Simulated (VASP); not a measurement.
# SrMg6Cr (Amm2) in VASP: reference runs

Aim: a first look at SrMg6Cr with PBE, on the cell as given and on a disturbed one, and energy against volume gives the equilibrium volume and stiffness.

All numbers are computed with VASP 6.6.1; they aren't measurements. Logs are shortened: lines on timing, memory, paths and dates and some standing lists are left out, and cuts for length are marked.

## (1) Starting point

It takes space group Amm2 (No. 38, orthorhombic). Conventional cell: a = 5.203 Å, b = 6.682 Å, c = 11.634 Å, α = 90.00°, β = 90.00°, γ = 90.00°. Sr (site symmetry mm2) has 10 Mg at 3.29 to 3.42 Å and 2 Cr at 3.32 Å as nearest neighbours. Around Cr (site symmetry mm2) lie 8 Mg at 3.07 to 3.35 Å and 2 Sr at 3.32 Å. Mg (site symmetry mm2) has 10 Mg at 3.27 to 3.39 Å and 2 Cr at 3.35 Å as nearest neighbours. Around Mg (site symmetry m) lie 1 Cr at 3.07 Å and 7 Mg at 3.13 to 3.39 Å and 2 Sr at 3.34 Å. Around Mg (site symmetry mm2) lie 10 Mg at 3.20 to 3.46 Å and 2 Sr at 3.34 Å. Mg (site symmetry m) is surrounded by 2 Cr at 3.16 Å and 8 Mg at 3.18 to 3.50 Å and 2 Sr at 3.29 to 3.42 Å.

The cell comes from a database or a generator and needn't be the stable form of this composition.

## (2) Single point, PBE, collinear spin, ferromagnetic start

Contents of INCAR:

```
SYSTEM = SrMg6Cr
PREC = Accurate
ENCUT = 520
EDIFF = 1E-7
ISMEAR = -1
SIGMA = 0.05
LREAL = .False.
LASPH = .True.
NELM = 150
ALGO = Normal
ISIF = 2
LWAVE = .False.
LCHARG = .True.
ISPIN = 2
MAGMOM = 0 3 0 0 0 0 0 0
LORBIT = 11
LMAXMIX = 4
GGA = PE
LELF = .True.
LVHAR = .True.
NBANDS = 31
```

Contents of KPOINTS:

```
Automatic mesh
0
Gamma
  5 5 5
  0 0 0
```

Contents of POSCAR:

```
SrMg6Cr
1.0
    5.2030810000      0.0000000000      0.0000000000
    0.0000000000      3.3412245000      5.8169345000
    0.0000000000     -3.3412245000      5.8169345000
Sr Cr Mg
1 1 6
Direct
    0.0000000000      0.8290620000      0.8290620000
    0.5000000000      0.6524330000      0.6524330000
    0.5000000000      0.1669280000      0.1669280000
    0.5000000000      0.6596790000      0.1906310000
    0.5000000000      0.1906310000      0.6596790000
    0.0000000000      0.3379250000      0.3379250000
    0.0000000000      0.8201270000      0.3432150000
    0.0000000000      0.3432150000      0.8201270000
```

Potentials or basis: VASP PAW PBE potentials, release 64 (Sr_sv, Cr_pv, Mg).

Launch:

```
cat potpaw_PBE.64/Sr_sv/POTCAR potpaw_PBE.64/Cr_pv/POTCAR potpaw_PBE.64/Mg/POTCAR > POTCAR
mpirun -np 1 vasp_std > vasp.out
```

OUTCAR:

```text
SYSTEM = SrMg6Cr
   PREC = Accurate
   ENCUT = 520
   EDIFF = 1E-7
   ISMEAR = -1
   LREAL = .False.
   LASPH = .True.
   NELM = 150
   ISIF = 2
   ISPIN = 2
   LORBIT = 11
   GGA = PE

 ion  position               nearest neighbor table
   1  0.000  0.829  0.829-   7 3.29   8 3.29   2 3.32   2 3.32   5 3.34   4 3.34   4 3.34   5 3.34
                             6 3.34   6 3.34   8 3.42   7 3.42
   2  0.500  0.652  0.652-   4 3.07   5 3.07   7 3.16   8 3.16   7 3.16   8 3.16   1 3.32   1 3.32
                             3 3.35   3 3.35
   3  0.500  0.167  0.167-   6 3.27   6 3.27   8 3.29   7 3.29   7 3.29   8 3.29   4 3.33   5 3.33
                             2 3.35   2 3.35   4 3.39   5 3.39
   4  0.500  0.660  0.191-   2 3.07   5 3.13   7 3.18   7 3.18   6 3.20   6 3.20   3 3.33   1 3.34
                             1 3.34   3 3.39   5 3.55
   5  0.500  0.191  0.660-   2 3.07   4 3.13   8 3.18   8 3.18   6 3.20   6 3.20   3 3.33   1 3.34
                             1 3.34   3 3.39   4 3.55
   6  0.000  0.338  0.338-   4 3.20   5 3.20   4 3.20   5 3.20   7 3.25   8 3.25   3 3.27   3 3.27
                             1 3.34   1 3.34   7 3.46   8 3.46
   7  0.000  0.820  0.343-   2 3.16   2 3.16   4 3.18   4 3.18   8 3.19   6 3.25   3 3.29   3 3.29
                             1 3.29   1 3.42   6 3.46   8 3.50
   8  0.000  0.343  0.820-   2 3.16   2 3.16   5 3.18   5 3.18   7 3.19   6 3.25   3 3.29   3 3.29
                             1 3.29   1 3.42   6 3.46   7 3.50

  LATTYP: Found a base centered orthorhombic cell.
 ALAT       =     6.6824490000
 B/A-ratio  =     1.7409588910
 C/A-ratio  =     0.7786188866

  Lattice vectors:

 A1 = (   0.0000000000,   3.3412245000,  -5.8169345000)
 A2 = (   0.0000000000,   3.3412245000,   5.8169345000)
 A3 = (   5.2030810000,   0.0000000000,   0.0000000000)

Analysis of symmetry for initial positions (statically):
=====================================================================
 Subroutine PRICEL returns:
 Original cell was already a primitive cell.

 Routine SETGRP: Setting up the symmetry group for a
 base centered orthorhombic supercell.

 Subroutine GETGRP returns: Found  4 space group operations
 (whereof  4 operations were pure point group operations)
 out of a pool of  8 trial point group operations.

The static configuration has the point symmetry C_2v.

Analysis of symmetry for dynamics (positions and initial velocities):
=====================================================================
 Subroutine PRICEL returns:
 Original cell was already a primitive cell.

 Routine SETGRP: Setting up the symmetry group for a
 base centered orthorhombic supercell.

 Subroutine GETGRP returns: Found  4 space group operations
 (whereof  4 operations were pure point group operations)
 out of a pool of  8 trial point group operations.

[... 174 lines left out ...]

 E-fermi :   2.6462     XC(G=0):  -8.6014

 val. band max:        2.6154042725   @ k =   0.0000   0.4000   0.4000
 cond. band min:       2.6563545602   @ k =   0.2000  -0.4000   0.4000
 fundamental gap:      0.0409502877
 Fermi energy:         2.6462237530

 spin component 1

 k-point     1 :       0.0000    0.0000    0.0000
  band No.  band energies     occupation
      1     -41.3653      1.00000
      2     -41.3617      1.00000
      3     -41.3607      1.00000
      4     -32.7079      1.00000
      5     -14.8374      1.00000
      6     -14.8210      1.00000
[... 757 lines left out ...]
     28       6.2420      0.00000
     29       6.6047      0.00000

 [... further k-points ...]

 spin component 2

 k-point     1 :       0.0000    0.0000    0.0000
  band No.  band energies     occupation
      1     -37.5891      1.00000
      2     -37.5534      1.00000
      3     -37.5526      1.00000
      4     -32.6933      1.00000
      5     -14.8267      1.00000
      6     -14.8096      1.00000
[... 757 lines left out ...]
     28       6.5796      0.00000
     29       6.9064      0.00000

 [... further k-points ...]

 [bands above 29 left out]

------------------------ aborting loop because EDIFF is reached ----------------------------------------

  FORCE on cell =-STRESS in cart. coord.  units (eV):
  Direction    XX          YY          ZZ          XY          YZ          ZX
  --------------------------------------------------------------------------------------
  -------------------------------------------------------------------------------------
  Total        0.0936762     -0.0383605      0.0463486      0.0000000      0.0000000      0.0000000
  in kB        0.7420776     -0.3038818      0.3671613      0.0000000      0.0000000      0.0000000
  external PRESSURE =       0.2684524 kB  Pullay stress =       0.0000000 kB

 VOLUME and BASIS-vectors are now :
 -----------------------------------------------------------------------------
  energy-cutoff  :      520.00
  volume of cell :      202.25
      direct lattice vectors                 reciprocal lattice vectors
     5.203081000  0.000000000  0.000000000     0.192193817  0.000000000  0.000000000
     0.000000000  3.341224500  5.816934500     0.000000000  0.149645736  0.085955927
     0.000000000 -3.341224500  5.816934500     0.000000000 -0.149645736  0.085955927

 POSITION                                       TOTAL-FORCE (eV/Angst)
 -----------------------------------------------------------------------------------
      0.00000      0.00000      9.64520         0.000000     -0.000000     -0.044704
      2.60154      0.00000      7.59032         0.000000     -0.000000     -0.085188
      2.60154      0.00000      1.94202         0.000000     -0.000000      0.023929
      2.60154      1.56719      4.94620         0.000000     -0.066764      0.063284
      2.60154     -1.56719      4.94620         0.000000      0.066764      0.063284
      0.00000      0.00000      3.93138         0.000000     -0.000000     -0.006494
      0.00000      1.59347      6.76708         0.000000     -0.002087     -0.007055
      0.00000     -1.59347      6.76708         0.000000      0.002087     -0.007055
 -----------------------------------------------------------------------------------
    total drift:                               -0.000000     -0.000000     -0.000744

  FREE ENERGIE OF THE ION-ELECTRON SYSTEM (eV)
  ---------------------------------------------------
  free  energy   TOTEN  =       -18.4369465428 eV

  energy  without entropy=      -18.4040592948  energy(sigma->0) =      -18.42050292

 total charge

# of ion       s       p       d       tot
------------------------------------------
    1        2.047   5.763   0.270   8.080
    2        0.283   6.109   4.072  10.465
    3        0.193   0.106   0.010   0.309
    4        0.223   0.117   0.010   0.349
    5        0.223   0.117   0.010   0.349
    6        0.228   0.116   0.009   0.353
    7        0.223   0.117   0.010   0.350
    8        0.223   0.117   0.010   0.350
--------------------------------------------------
tot          3.642  12.563   4.400  20.606

 magnetization (x)

# of ion       s       p       d       tot
------------------------------------------
    1        0.000   0.011   0.009   0.020
    2        0.074   0.043   3.754   3.871
    3       -0.011  -0.002   0.001  -0.012
    4       -0.010   0.001   0.001  -0.008
    5       -0.010   0.001   0.001  -0.008
    6        0.006   0.002  -0.000   0.008
    7       -0.010   0.001   0.001  -0.008
    8       -0.010   0.001   0.001  -0.008
--------------------------------------------------
tot          0.030   0.057   3.768   3.855
```

Run time: 8 min. Hardware: 1 thread of Intel Xeon Platinum 8259CL at 2.50GHz (Skylake/Cascade Lake), shared host; peak memory 0.54 GiB.

What came out:

```
Free energy                                           : -18.4369 eV
Pressure                                              : 0.0 GPa
Largest force                                         : 0.092 eV/Å
Band gap on the k mesh                                : none (metal or under the smearing width)
Net moment                                            : 4.47 μB per cell
Site moments                                          : Sr +0.02; Cr +3.87; Mg -0.01, +0.01 μB
Valence electrons inside the program's atomic spheres : Sr 8.08; Cr 10.46; Mg 0.31, 0.35
```

Forces on the atoms (eV/Å):
```
Sr   0.000  0.000 -0.045
Cr   0.000  0.000 -0.085
Mg   0.000  0.000  0.024
Mg   0.000 -0.067  0.063
Mg   0.000  0.067  0.063
Mg   0.000  0.000 -0.006
Mg   0.000 -0.002 -0.007
Mg   0.000  0.002 -0.007
```

Stress tensor (GPa, compression positive):
```
 0.07  0.00  0.00
 0.00 -0.03  0.00
 0.00  0.00  0.04
```

## (3) Single point, PBE, collinear spin, ferromagnetic start (atoms moved at random, drawn with an rms of 0.05 Å)

Contents of INCAR:

```
  PREC = Accurate
  ENCUT = 520
  EDIFF = 1E-7
  ISMEAR = -1
  SIGMA = 0.05
  LREAL = False
  LASPH = True
  NELM = 100
  ALGO = Normal
  ISIF = 2
  LWAVE = False
  LCHARG = False
  ISPIN = 2
  MAGMOM = 0 3 0 0 0 0 0 0
  LORBIT = 11
  LMAXMIX = 4
  GGA = PE
  NBANDS = 31
```

Contents of KPOINTS:

```
Automatic mesh
0
Gamma
  5 5 5
```

Contents of POSCAR:

```
SrMg6Cr
1.0
    5.2030810000      0.0000000000      0.0000000000
    0.0000000000      3.3412245000      5.8169345000
    0.0000000000     -3.3412245000      5.8169345000
Sr Cr Mg
1 1 6
Direct
   -0.0007140000      0.8323490000      0.8296390000
    0.4994290000      0.6608660000      0.6421010000
    0.5028830000      0.1646700000      0.1655190000
    0.5057890000      0.6537270000      0.1891030000
    0.5031570000      0.1868990000      0.6638850000
    0.0045440000      0.3357080000      0.3442580000
    0.0108650000      0.8262440000      0.3495080000
   -0.0041550000      0.3335290000      0.8348060000
```

Potentials or basis: VASP PAW PBE potentials, release 64 (Sr_sv, Cr_pv, Mg).

Launch:

```
cat potpaw_PBE.64/Sr_sv/POTCAR potpaw_PBE.64/Cr_pv/POTCAR potpaw_PBE.64/Mg/POTCAR > POTCAR
mpirun -np 1 vasp_std > vasp.out
```

OUTCAR:

```text
PREC = Accurate
   ENCUT = 520
   EDIFF = 1E-7
   ISMEAR = -1
   LREAL = False
   LASPH = True
   NELM = 100
   ISIF = 2
   ISPIN = 2
   LORBIT = 11
   GGA = PE

 ion  position               nearest neighbor table
   1  0.999  0.832  0.830-   7 3.24   5 3.30   6 3.31   4 3.31   8 3.33   5 3.33   2 3.34   2 3.34
                             4 3.36   8 3.38   6 3.38   7 3.47
   2  0.499  0.661  0.642-   7 3.06   4 3.06   5 3.11   7 3.16   8 3.21   8 3.24   3 3.28   1 3.34
                             1 3.34   3 3.41
   3  0.503  0.165  0.166-   8 3.20   7 3.23   8 3.26   2 3.28   7 3.29   5 3.29   6 3.30   6 3.31
                             4 3.35   4 3.36   2 3.41   5 3.42
   4  0.506  0.654  0.189-   2 3.06   5 3.15   6 3.18   6 3.19   7 3.22   7 3.26   1 3.31   3 3.35
                             1 3.36   3 3.36   5 3.54
   5  0.503  0.187  0.664-   2 3.11   4 3.15   8 3.16   6 3.19   6 3.20   8 3.22   3 3.29   1 3.30
                             1 3.33   3 3.42   4 3.54
[... 1799 lines left out ...]
      5.18146     -1.67488      6.79613         0.074323      0.195638      0.038810
 -----------------------------------------------------------------------------------
    total drift:                                0.000230      0.000285     -0.000881

  FREE ENERGIE OF THE ION-ELECTRON SYSTEM (eV)
  ---------------------------------------------------
  free  energy   TOTEN  =       -18.4029188571 eV

  energy  without entropy=      -18.3701867722  energy(sigma->0) =      -18.38655281

 total charge

# of ion       s       p       d       tot
------------------------------------------
    1        2.048   5.763   0.271   8.082
    2        0.282   6.108   4.072  10.462
    3        0.194   0.107   0.010   0.311
    4        0.224   0.115   0.009   0.349
    5        0.223   0.117   0.010   0.350
    6        0.228   0.116   0.009   0.353
    7        0.223   0.117   0.010   0.351
    8        0.222   0.116   0.010   0.348
--------------------------------------------------
tot          3.644  12.559   4.401  20.605

 magnetization (x)

# of ion       s       p       d       tot
------------------------------------------
    1        0.000   0.010   0.007   0.018
    2        0.074   0.043   3.757   3.874
    3       -0.011  -0.002   0.001  -0.012
    4       -0.010   0.001   0.001  -0.008
    5       -0.010   0.001   0.001  -0.008
    6        0.006   0.003  -0.000   0.008
    7       -0.010   0.000   0.001  -0.009
    8       -0.009   0.001   0.001  -0.007
--------------------------------------------------
tot          0.030   0.057   3.769   3.856
```

OSZICAR:

```text
N       E                     dE             d eps       ncg     rms          rms(c)
DAV:   1     0.144676417290E+03    0.14468E+03   -0.14551E+04  8820   0.887E+02
DAV:   2    -0.897910674500E+01   -0.15366E+03   -0.14591E+03  8583   0.203E+02
DAV:   3    -0.188990231522E+02   -0.99199E+01   -0.96601E+01 12233   0.422E+01
[... 11 lines left out ...]
DAV:  15    -0.184029177509E+02   -0.51250E-04   -0.25058E-04 10687   0.649E-02    0.546E-02
DAV:  16    -0.184029144941E+02    0.32568E-05   -0.49654E-05 10579   0.300E-02    0.266E-02
DAV:  17    -0.184029188344E+02   -0.43403E-05   -0.89551E-06 10141   0.147E-02    0.997E-03
DAV:  18    -0.184029189509E+02   -0.11646E-06   -0.12839E-06 11288   0.494E-03    0.467E-03
DAV:  19    -0.184029188571E+02    0.93815E-07   -0.31275E-07  9103   0.272E-03
   1 F= -.18402919E+02 E0= -.18386553E+02  d E =-.327321E-01  mag=     4.4659
```

stdout:

```text
POSCAR found type information on POSCAR SrCrMg
 POSCAR found :  3 types and       8 ions
 scaLAPACK will be used
 LDA part: xc-table for (Slater+PW92), standard interpolation
 POSCAR, INCAR and KPOINTS ok, starting setup
 FFT: planning ... GRIDC
 FFT: planning ... GRID_SOFT
 FFT: planning ... GRID
 WAVECAR not read
 entering main loop
```

It took 20 min on 1 thread of Intel Xeon Platinum 8259CL at 2.50GHz (Skylake/Cascade Lake), shared host; peak memory 0.82 GiB.

What came out:

| Property | Result |
| --- | --- |
| Free energy | -18.4029 eV |
| Pressure | 0.0 GPa |
| Largest force | 0.254 eV/Å |
| Band gap on the k mesh | none (metal or under the smearing width) |
| Net moment | 4.47 μB per cell |
| Site moments | Sr +0.02; Cr +3.87; Mg -0.01, +0.01 μB |
| Valence electrons inside the program's atomic spheres | Sr 8.08; Cr 10.46; Mg 0.31, 0.35 |

Forces in eV/Å, atoms in the order of the input:
```
Sr   0.087 -0.230 -0.065
Cr   0.042 -0.117 -0.052
Mg   0.007 -0.029  0.066
Mg  -0.040 -0.059  0.130
Mg  -0.065  0.137  0.083
Mg  -0.005  0.093  0.031
Mg  -0.100  0.010 -0.232
Mg   0.074  0.196  0.039
```

Stress tensor (GPa, compression positive):
```
 0.18  0.03 -0.06
 0.03  0.09 -0.09
-0.06 -0.09 -0.20
```

## (4) Equation of state, PBE, collinear spin, ferromagnetic start, 23.76 Å³/atom (volume scaled by 0.94)

Contents of INCAR:

```
  PREC = Accurate
  ENCUT = 520
  EDIFF = 1E-7
  ISMEAR = -1
  SIGMA = 0.05
  LREAL = F
  LASPH = T
  NELM = 150
  ALGO = Normal
  ISIF = 2
  LWAVE = F
  LCHARG = F
  ISPIN = 2
  MAGMOM = 0 3 0 0 0 0 0 0
  LORBIT = 11
  LMAXMIX = 4
  GGA = PE
  NBANDS = 31
```

Contents of KPOINTS:

```
regular mesh
0
Gamma
  5 5 5
```

Contents of POSCAR:

```
SrMg6Cr
1.0
    5.0968658701      0.0000000000      0.0000000000
    0.0000000000      3.2730171063      5.6981882315
    0.0000000000     -3.2730171063      5.6981882315
Sr Cr Mg
1 1 6
Direct
    0.0000000000      0.8290620000      0.8290620000
    0.5000000000      0.6524330000      0.6524330000
    0.5000000000      0.1669280000      0.1669280000
    0.5000000000      0.6596790000      0.1906310000
    0.5000000000      0.1906310000      0.6596790000
    0.0000000000      0.3379250000      0.3379250000
    0.0000000000      0.8201270000      0.3432150000
    0.0000000000      0.3432150000      0.8201270000
```

Launch:

```
cat potpaw_PBE.64/Sr_sv/POTCAR potpaw_PBE.64/Cr_pv/POTCAR potpaw_PBE.64/Mg/POTCAR > POTCAR
mpirun -np 1 vasp_std > vasp.out
```

It took 8.6 min on 1 thread of Intel Xeon Platinum 8259CL at 2.50GHz (Skylake/Cascade Lake), shared host; peak memory 0.54 GiB.

It converged, with:

- Free energy: -18.3562 eV
- Pressure: 2.2 GPa
- Largest force: 0.048 eV/Å
- Band gap on the k mesh: none (metal or under the smearing width)
- Net moment: 4.36 μB per cell
- Site moments: Sr +0.02; Cr +3.81; Mg -0.01, +0.01 μB
- Valence electrons inside the program's atomic spheres: Sr 8.12; Cr 10.49; Mg 0.32, 0.36, 0.37

## (5) Equation of state, PBE, collinear spin, ferromagnetic start, 24.27 Å³/atom (volume scaled by 0.96)

Contents of INCAR:

```
ALGO     = Normal         # electronic algorithm
EDIFF    = 1E-7           # SCF threshold, eV
ENCUT    = 520            # plane-wave cutoff, eV
GGA      = PE             # functional
ISIF     = 2              # what is computed and relaxed
ISMEAR   = -1             # smearing method
ISPIN    = 2              # spin polarisation
LASPH    = T              # aspherical terms in the spheres
LCHARG   = F              # write CHGCAR
LMAXMIX  = 4              # l up to which the mixer works
LORBIT   = 11             # projections on sites
LREAL    = F              # projectors in reciprocal space
LWAVE    = F              # write WAVECAR
MAGMOM   = 0 3 0 0 0 0 0 0 # initial moments
NBANDS   = 31             # bands
NELM     = 100            # most SCF steps
PREC     = Accurate       # precision mode
SIGMA    = 0.05           # smearing width, eV
```

Contents of KPOINTS:

```
k-points
0
Gamma
  5 5 5
```

Edit POSCAR of step 4 so:

```diff
@@ -2,5 +2,5 @@
 1.0
-    5.0968658701      0.0000000000      0.0000000000
-    0.0000000000      3.2730171063      5.6981882315
-    0.0000000000     -3.2730171063      5.6981882315
+    5.1327604744      0.0000000000      0.0000000000
+    0.0000000000      3.2960672820      5.7383176398
+    0.0000000000     -3.2960672820      5.7383176398
 Sr Cr Mg
```

Launch:

```
cat potpaw_PBE.64/Sr_sv/POTCAR potpaw_PBE.64/Cr_pv/POTCAR potpaw_PBE.64/Mg/POTCAR > POTCAR
mpirun -np 1 vasp_std > vasp.out
```

Wall time 7.6 min (1 thread of Intel Xeon Platinum 8259CL at 2.50GHz (Skylake/Cascade Lake), shared host); peak memory 0.54 GiB.

The run converged. Its results:

```
Free energy                                           : -18.4016 eV
Pressure                                              : 1.4 GPa
Largest force                                         : 0.062 eV/Å
Band gap on the k mesh                                : none (metal or under the smearing width)
Net moment                                            : 4.40 μB per cell
Site moments                                          : Sr +0.02; Cr +3.83; Mg -0.01, +0.01 μB
Valence electrons inside the program's atomic spheres : Sr 8.10; Cr 10.48; Mg 0.32, 0.36
```

(Continued in part 2 of 2.)
